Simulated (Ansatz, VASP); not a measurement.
## Cross-check of MoSeO (2H-MoOSe, 2 layers, 3R (AB)) between VASP and Ansatz

Aim: how closely do two programs agree when they are given the same cell, functional and k mesh? The structure shown is the start of the Ansatz relaxation below; VASP solves that cell, so the two are compared at the walk's first step.

Method: plane waves, with VASP 6.6.1 beside it; single point at PBE with D3(BJ), in Ansatz 0.2.0.

## 1. The structure

The cell holds 6 atoms: 2 Se, 2 Mo and 2 O. Its edges and angles: a = 3.074 Å, b = 3.074 Å, c = 48.832 Å, α = 90.0°, β = 90.0°, γ = 120.0°. Vacuum lies along c.

## 2. Ansatz: relaxation, PBE with D3(BJ)

Ansatz runs on its default PAW (the set named soft_2) files.

The two programs are compared at the cell with which this relaxation starts, whose forces are those of its first step.

Contents of input.yaml:

```yaml
crystal:
  lattice:
    - [3.073852, 0.0, 0.0]
    - [-1.536926, 2.6620339195, 0.0]
    - [0.0, 0.0, 48.8321540177]
  atoms:
    - { symbol: Se, position: [0.3333333333, 0.6666666667, 0.4085422894] }
    - { symbol: Mo, position: [0.0, 0.0, 0.4476216126] }
    - { symbol: O, position: [0.3333333333, 0.6666666667, 0.4692825346] }
    - { symbol: Se, position: [0.6666666667, 0.3333333333, 0.5307174654] }
    - { symbol: Mo, position: [0.3333333333, 0.6666666667, 0.5697967886] }
    - { symbol: O, position: [0.6666666667, 0.3333333333, 0.5914577106] }
  periodic: [true, true, false]
kpoints:
  mp_grid: { grid: [10, 10, 1] }
hamiltonian:
  xc: pbe
  dispersion: d3bj
scf:
  occupations: { method: fermi_dirac, width: 0.05 }
  convergence: { dr2_threshold: 1.0e-09 }
relax:
  f_tol: 0.015
  max_steps: 90
  cell: {}
output:
  write_potential: true
  write_density: true
  volumetric_format: npy
```

Run with:

```sh
$ ansatz run input.yaml --threads 2 --pin off --max-ram 3072MiB --backend cpu --events-out ev --progress --plain --runs-dir out
```

Numbers of over 12 decimals in the logs are rounded to 6 here.

Output:

```text
Warning: relax.cell: scf.convergence.dr2_threshold = 1e-9 eV is looser than the 1.67398357518e-10 eV advised for a relaxation that steers and ends on the stress (1e-10 eV for each atom of the cell: 6, times the square of relax.cell.stress_2d_tol = 0.05 N/m over 18.9 Å (the atoms' height at the walk's start and 5 Å past either face), 2.641e-2 GPa, over a crystal's default 0.05). What an SCF threshold leaves in a stress goes as its square root, and in the free energy as the threshold itself, and one threshold admits the most on a small cell: [figures from the program's tests cut] Set scf.convergence.dr2_threshold to 1.67398357518e-10 eV or tighter. [rest of the remark cut]
Engine: ansatz 0.2.0, x86_64-unknown-linux-gnu
Pseudopotentials: kind: paw
Pseudopotential: Se, paw, valence charge 16, recommended cutoff 420 eV (normal), Se.paw.azcp
Pseudopotential: Mo, paw, valence charge 14, recommended cutoff 420 eV (normal), Mo.paw.azcp
Pseudopotential: O, paw, valence charge 6, recommended cutoff 420 eV (normal), O.paw.azcp
Functional definition: PBE
  parameter kappa = 0.804
  parameter beta = 0.066725
  exchange = pbe_x(kappa = kappa, mu = beta*pi^2/3)
  correlation = pbe_c(beta = beta)
Crystal: 6 atoms, lattice volume = 399.579 Å³
Basis set: ecut = 420 eV, 7771 PW (Γ), exchange–correlation on 48×48×720 points (8 copies of the dense FFT grid, shifted against one another)
Bands: 44, of which v1, the nominal top of the filled ones, is band 36 counted from 1 (35 counted from 0)
Symmetry: 6 space group operations
Space group: P3m1 (ITA 156), of the structure as read, at distance tolerance 7.4e-5 Å
k-points: 14 of 100 (time reversal used)
Non-local potential: Se, projectors of the file, l = 0: 2, l = 1: 2, l = 2: 3, l = 3: 1
Non-local potential: Mo, projectors of the file, l = 0: 3, l = 1: 2, l = 2: 2, l = 3: 1
Non-local potential: O, projectors of the file, l = 0: 2, l = 1: 2, l = 2: 1
PAW form: soft (Blöchl's): semilocal exchange-correlation on the pseudo side does not see the compensation charge
PAW one-centre angular grid: Se, 590 points (default); XC on 64 Gauss nodes
PAW one-centre angular grid: Mo, 590 points (default); XC on 64 Gauss nodes
PAW one-centre angular grid: O, 110 points (default); XC on 64 Gauss nodes
Initial density: superposition of atomic densities (neutral atoms: chi_scale 0, normalization atom), corrected by the library's trained network
Initial wavefunctions: pseudopotential atomic-orbital guess
Functional: x = pbe(κ = 0.804, μ = 0.219515), c = pbe(β = 0.066725)
SCF iter   1: F=—  HF=-21988.359511 eV  |F-HF|=—  |Δ(HF+E_count)|=         —  Δρ=5.08e-3  dr2=5.40e-1  ethr=1.77e-3  ⟨swp⟩=16.1  Hψ=3920  notcnv=0
preconditioner: auto → LDOS  [insulator: Δε(μ)=0.281 eV  Ē_g=8.892 eV  σ=0.050 eV  W_gap=0.83  n_scr=30 (ndim 8)  ℏωp=11.1 eV  f_vac=0.750  D(μ)=0.12/eV (n_scr^D=2)  ε∞_Penn≈2.6  β→1.0]
SCF iter   2: F=—  HF=-21988.347806 eV  |F-HF|=—  |Δ(HF+E_count)|=   1.17e-2  Δρ=5.26e-3  dr2=2.89e-1  ethr=7.51e-4  ⟨swp⟩=3.2  Hψ=1334  notcnv=0  defer=14
SCF iter   3: F=—  HF=-21988.313471 eV  |F-HF|=—  |Δ(HF+E_count)|=   3.43e-2  Δρ=2.98e-3  dr2=3.35e-1  ethr=4.01e-4  ⟨swp⟩=3.0  Hψ=1153  notcnv=0  defer=13
SCF iter   4: F=—  HF=-21988.301162 eV  |F-HF|=—  |Δ(HF+E_count)|=   1.23e-2  Δρ=1.43e-3  dr2=6.82e-2  ethr=4.01e-4  ⟨swp⟩=2.2  Hψ=843  notcnv=0  defer=13
SCF iter   5: F=—  HF=-21988.297334 eV  |F-HF|=—  |Δ(HF+E_count)|=   3.83e-3  Δρ=6.47e-4  dr2=7.97e-3  ethr=9.48e-5  ⟨swp⟩=2.6  Hψ=895  notcnv=0  defer=14
SCF iter   6: F=—  HF=-21988.296821 eV  |F-HF|=—  |Δ(HF+E_count)|=   5.13e-4  Δρ=2.36e-4  dr2=6.67e-4  ethr=1.11e-5  ⟨swp⟩=2.9  Hψ=935  notcnv=0  defer=14
SCF iter   7: F=—  HF=-21988.296883 eV  |F-HF|=—  |Δ(HF+E_count)|=   6.14e-5  Δρ=1.03e-4  dr2=3.70e-5  ethr=9.27e-7  ⟨swp⟩=2.8  Hψ=1013  notcnv=0  defer=14
SCF iter   8: F=—  HF=-21988.296900 eV  |F-HF|=—  |Δ(HF+E_count)|=   1.77e-5  Δρ=5.09e-5  dr2=1.99e-5  ethr=5.14e-8  ⟨swp⟩=3.3  Hψ=1124  notcnv=0  defer=14
SCF iter   9: F=—  HF=-21988.296905 eV  |F-HF|=—  |Δ(HF+E_count)|=   4.87e-6  Δρ=1.34e-5  dr2=1.41e-6  ethr=2.76e-8  ⟨swp⟩=2.5  Hψ=844  notcnv=0  defer=14
SCF iter  10: F=—  HF=-21988.296978 eV  |F-HF|=—  |Δ(HF+E_count)|=   7.25e-5  Δρ=4.93e-6  dr2=1.09e-6  ethr=1.96e-9  ⟨swp⟩=3.2  Hψ=1047  notcnv=0  defer=14
SCF iter  11: F=—  HF=-21988.296978 eV  |F-HF|=—  |Δ(HF+E_count)|=   5.91e-7  Δρ=1.73e-6  dr2=2.54e-8  ethr=1.51e-9  ⟨swp⟩=1.7  Hψ=743  notcnv=0  defer=14
[...]
SCF iter   9: F=—  HF=-21988.636161 eV  |F-HF|=—  |Δ(HF+E_count)|=   1.01e-7  Δρ=5.96e-7  dr2=1.73e-9  ethr=7.28e-11  ⟨swp⟩=3.3  Hψ=1033  notcnv=0
SCF iter  10: F=-21988.636161 eV  HF=-21988.636161 eV  |F-HF|=2.81e-8  |Δ(HF+E_count)|=   5.84e-8  Δρ=2.02e-7  dr2=1.25e-10  ethr=1.39e-12  ⟨swp⟩=13.2  Hψ=5035  notcnv=0
SCF 7 converged in 10 iterations: F = -21988.636161 eV  dr2 = 1.25e-10
relax step   7: F+E_penalty+E_count = -21988.63616147 eV  Δ(F+E_penalty+E_count) = -4.667e-5 eV  max|allowed force component| = 3.119e-3 eV/Å  Δτ_max = 0.0087 Å  P = -0.024 N/m  Ω = 392.627 Å³  energy of the carried Pulay correction = +2.078e-5 eV  fix = [c, alpha, beta]  reactions: c -0.000 N/m  (10 SCF iters, accepted)
iter 1 solved again at ethr=6.92e-8 eV; its pass at ethr=3.10e-3 eV (dr2=4.98e-5 eV) is discarded
SCF iter   1: F=—  HF=-21988.636100 eV  |F-HF|=—  |Δ(HF+E_count)|=         —  Δρ=7.17e-7  dr2=1.80e-9  ethr=6.92e-8  ⟨swp⟩=7.3  Hψ=7199  notcnv=0
eigensolver tolerance schedule: the retry pair's looser diagonalisation over-reported the residual by 27692.92 of it (diagonalisation noise at 1.62 of the residual, at the tolerance the schedule requests for it); recorded, not acted on — ethr = c·dr2/N_el stays at c = 1.0e-1
preconditioner: auto → LDOS  [metal: Δε(μ)=0.089 eV  Ē_g=9.116 eV  σ=0.050 eV  W_gap=0.42  n_scr=30 (ndim 8)  ℏωp=11.2 eV  f_vac=0.758  D(μ)=1.21/eV (n_scr^D=10)  β→1.0]
SCF iter   2: F=—  HF=-21988.636152 eV  |F-HF|=—  |Δ(HF+E_count)|=   5.19e-5  Δρ=1.18e-6  dr2=8.49e-9  ethr=2.50e-12  ⟨swp⟩=7.1  Hψ=2763  notcnv=0
SCF iter   3: F=-21988.636152 eV  HF=-21988.636152 eV  |F-HF|=9.53e-10  |Δ(HF+E_count)|=   5.84e-9  Δρ=4.30e-7  dr2=9.14e-10  ethr=1.39e-12  ⟨swp⟩=15.6  Hψ=6128  notcnv=0
SCF 8 converged in 3 iterations: F = -21988.636152 eV  dr2 = 9.14e-10
relax step   8: F+E_penalty+E_count = -21988.63615229 eV  Δ(F+E_penalty+E_count) = +9.179e-6 eV  max|allowed force component| = 3.115e-3 eV/Å  Δτ_max = 0.0000 Å  P = -0.024 N/m  Ω = 392.627 Å³  fix = [c, alpha, beta]  reactions: c -0.000 N/m  stress off target by 2.42e-2 N/m on what of the cell is left free  SCF on the basis re-selected at this cell (its energy is not comparable with the rows above)  (3 SCF iters)
basis re-selected at this cell: Δ(F+E_penalty+E_count) = +9.179e-6 eV, ΔP = -0.000 N/m vs the last step (what re-selecting the basis moved, of the pressure what is left beyond the Pulay correction that the steps carried, after the strain that the cell walked since its last selection, with what the two solves' SCF thresholds leave and, on support functions, any second-order correction that the steps lacked; it is no m [...]
WARN: The output density's exchange-correlation potential varies sharply where the density is thin. Do not read a vacuum level from v_tot or v_xc, or from such a field of the output density. On a cell that repeats whose density bears no net charge and no dipole along the vacuum's axis use v_es (v_loc + v_h of the components); under efield.dipole_correction with no amplitude use v_es + v_field, which holds any externa [...]
SCF converged after 3 iterations
Free energy (F): -21988.636152 eV
Harris-Foulkes:  -21988.636152 eV  (|F-HF|=9.53e-10)
Internal energy: -21988.625962 eV  (E = F + TS)
E sigma→0 (E₀):  -21988.631057 eV
Entropy (-TS):   -0.010190 eV (-1.698 meV/atom)
Fermi energy:    -4.845465 eV
--- Per-component energies (eV) ---
  E_band       = -2267.183821
  E_kinetic    = 1469.589020
  E_local      = -512262.400554  (includes V_loc(G=0)·N_el)
  E_nonlocal   = -811.364767
  E_hartree    = 255049.957288
  E_xc         = -724.151497
  E_vxc        = -844.299706  (∫ρ·V_xc dr)
  E_paw        = -10539.248949  (= ΣΔE_a)
  E_vpaw       = 81.381541  (= ΣTr[D̂ρ^β])
  E_aug_tail   = 0.003654  (compensation charges beyond the density's cutoff)
  E_ewald      = 245830.823543
  E_disp       = -1.833701  (pairwise vdW)
  E_smearing   = -0.010190  (= −TS)
  E_closure    = -0.000000  (closes the sum)
  Σ components = -21988.636152   (vs F -21988.636152, Δ=0.00e0)
--- Forces (eV/Å), atoms counted from 1 ---
  atom   1  Se     0.00000000     0.00000000    -0.00311624
  atom   2  Mo    -0.00000000    -0.00000000    -0.00134176
  atom   3  O      0.00000000    -0.00000000     0.00121011
  atom   4  Se     0.00000000    -0.00000000    -0.00155732
  atom   5  Mo    -0.00000000    -0.00000000     0.00249483
  atom   6  O      0.00000000    -0.00000000     0.00230142
  max |Σ_I F_I| component: 8.96e-6 eV/Å
--- 2D stress c σ (N/m, compression-positive) ---
       -0.024234      -0.000000      -0.000000
       -0.000000      -0.024234      -0.000000
       -0.000000      -0.000000      -0.000000
  P = ½ c Tr σ = -0.0242 N/m
--- Band table (eV; the first three rows and the last of 14) ---
  k-point 0: bands = [... 32 lower, -6.3921, -6.3921, -5.7447, -4.7032, -3.7717, -3.7717, -2.7777, -2.7777, ... 4 higher]
  k-point 1: bands = [... 32 lower, -6.7482, -6.5182, -5.9481, -4.8988, -3.8141, -3.6991, -3.3805, -2.8019, ... 4 higher]
  k-point 2: bands = [... 32 lower, -7.4655, -6.7009, -6.5528, -5.4673, -4.3806, -3.7793, -3.5036, -3.0902, ... 4 higher]
  k-point 13: bands = [... 32 lower, -8.7293, -7.6796, -6.9109, -5.8717, -4.8093, -3.7807, -3.5540, -2.7586, ... 4 higher]
  the weakly bound empty levels are not read free of the cell's end (no_gap_told)
--- Relaxed structure (6 steps of the walk, 6 accepted, 2 SCFs on fresh bases) ---
  F+E_penalty+E_count = -21988.63615229 eV   max|allowed force component| = 3.115e-3 eV/Å   (the final SCF, on the basis selected at the relaxed cell)
  cell:  # Å, volume = 392.6270 Å³
    - [3.046996, 0, 0]
    - [-1.523498, 2.638776, 0]
    - [0, 0, 48.8321540177]
  atoms:
    - { symbol: Se, position: [0.333333, 0.666667, 0.412811] }
    - { symbol: Mo, position: [-1.8013069482723725e-17, -3.294218611971524e-17, 0.449067] }
    - { symbol: O, position: [0.333333, 0.666667, 0.472029] }
    - { symbol: Se, position: [0.666667, 0.333333, 0.529390] }
    - { symbol: Mo, position: [0.333333, 0.666667, 0.565702] }
    - { symbol: O, position: [0.666667, 0.333333, 0.588419] }
```

Reading the cycles: dr2 is the Hartree energy of the density residual (eV), the measure of convergence; HF is the Harris–Foulkes estimate of the energy, which meets the free energy F at convergence.

## 3. VASP: single point, PBE with D3(BJ), start cell

The same cell, functional, mesh and smearing now go to VASP, with its own data sets.

Lines of VASP's logs that name or quote its potential files are left out, and so is its time.

Contents of INCAR:

```
SYSTEM = MoSeO
PREC = Accurate
ENCUT = 520
EDIFF = 1E-06
NELM = 120
ISMEAR = -1
SIGMA = 0.05
LREAL = .FALSE.
ALGO = Normal
GGA = PE
IVDW = 12
NBANDS = 32
LASPH = .TRUE.
LORBIT = 11
LWAVE = .FALSE.
LCHARG = .FALSE.
ISIF = 2
LDIPOL = .TRUE.
IDIPOL = 3
DIPOL = 0.5 0.5 0.503
LVHAR = .TRUE.
GGA_COMPAT = .FALSE.
NELMDL = -8
KPAR = 2
```

Contents of POSCAR:

```
MoSeO
1.0
    3.0738520000      0.0000000000      0.0000000000
   -1.5369260000      2.6620340000      0.0000000000
    0.0000000000      0.0000000000     48.8321540000
Se Mo O
2 2 2
Direct
    0.3333332707      0.6666665414      0.4085422896
    0.6666667293      0.3333334586      0.5307174654
    0.0000000000      0.0000000000      0.4476216224
    0.3333332707      0.6666665414      0.5697967982
    0.3333332707      0.6666665414      0.4692825346
    0.6666667293      0.3333334586      0.5914577104
```

Contents of KPOINTS:

```
Automatic mesh
0
Gamma
10 10 1
0 0 0
```

The projector-augmented-wave data sets are Se, Mo_sv and O (PBE family, release 64).

Run with:

```sh
$ mpirun -np 2 vasp_std
```

Output:

```text
[banner, memory and clock lines left out]
running    2 mpi-ranks, on    1 nodes
 distrk:  each k-point on    1 cores,    2 groups
 distr:  one band on    1 cores,    1 groups

 POSCAR found type information on POSCAR SeMoO
 POSCAR found :  3 types and       6 ions
 LDA part: xc-table for (Slater+PW92), standard interpolation
 POSCAR, INCAR and KPOINTS ok, starting setup
 FFT: planning ... GRIDC
 FFT: planning ... GRID_SOFT
 FFT: planning ... GRID
 WAVECAR not read
 entering main loop
       N       E                     dE             d eps       ncg     rms          rms(c)
DAV:   1     0.458368345710E+03    0.45837E+03   -0.26200E+04  1184   0.128E+03
DAV:   2    -0.267656073677E+01   -0.46104E+03   -0.45138E+03  1208   0.308E+02
DAV:   3    -0.502167446159E+02   -0.47540E+02   -0.46635E+02  1128   0.958E+01
DAV:   4    -0.516435949556E+02   -0.14269E+01   -0.14171E+01  1144   0.164E+01
DAV:   5    -0.516843332401E+02   -0.40738E-01   -0.40642E-01  1176   0.239E+00
DAV:   6    -0.516854658120E+02   -0.11326E-02   -0.11316E-02  1176   0.382E-01
DAV:   7    -0.516854994645E+02   -0.33652E-04   -0.33622E-04  1168   0.582E-02
DAV:   8    -0.516855009307E+02   -0.14663E-05   -0.14660E-05   976   0.106E-02    0.342E+01
DAV:   9    -0.467971711970E+02    0.48883E+01   -0.50545E+01   992   0.411E+01    0.118E+01
DAV:  10    -0.462693483196E+02    0.52782E+00   -0.26612E+01  1040   0.273E+01    0.105E+01
DAV:  11    -0.455694159144E+02    0.69993E+00   -0.77290E+00  1216   0.147E+01    0.396E+00
DAV:  12    -0.454164786192E+02    0.15294E+00   -0.63253E+00  1096   0.805E+00    0.191E+00
DAV:  13    -0.453020458320E+02    0.11443E+00   -0.66659E-01  1144   0.372E+00    0.993E-01
DAV:  14    -0.452896731022E+02    0.12373E-01   -0.53407E-02  1096   0.124E+00    0.636E-01
[...]
DAV:  25    -0.452811411103E+02   -0.32320E-04   -0.33786E-06   912   0.791E-03    0.272E-03
DAV:  26    -0.452811617694E+02   -0.20659E-04   -0.90076E-07   808   0.441E-03    0.165E-03
DAV:  27    -0.452811741257E+02   -0.12356E-04   -0.35519E-07   760   0.284E-03    0.133E-03
DAV:  28    -0.452811829700E+02   -0.88443E-05   -0.17640E-07   696   0.152E-03    0.987E-04
DAV:  29    -0.452811876007E+02   -0.46308E-05   -0.16390E-07   688   0.173E-03    0.354E-04
DAV:  30    -0.452811897640E+02   -0.21632E-05   -0.55505E-08   616   0.788E-04    0.229E-04
DAV:  31    -0.452811909068E+02   -0.11428E-05   -0.28411E-08   632   0.478E-04    0.125E-04
DAV:  32    -0.452811914886E+02   -0.58183E-06   -0.11803E-08   576   0.282E-04
   1 F= -.47026761E+02 E0= -.47020682E+02  d E =-.121589E-01
```

(Part 1 of 2 ends here.)

[Lines on the potential files, build, host, timing and source positions are cut from VASP's logs without a mark.]

[Logs are printed without paths, hosts, clocks, repeated set-up lines and the standing remarks that a program may print on its own settings, such as how far it seeks lower states.]

[Hosts, paths, dates, database ids (printed as entryN), source tags and the programs' standing remarks are cut or masked in the printed files.]
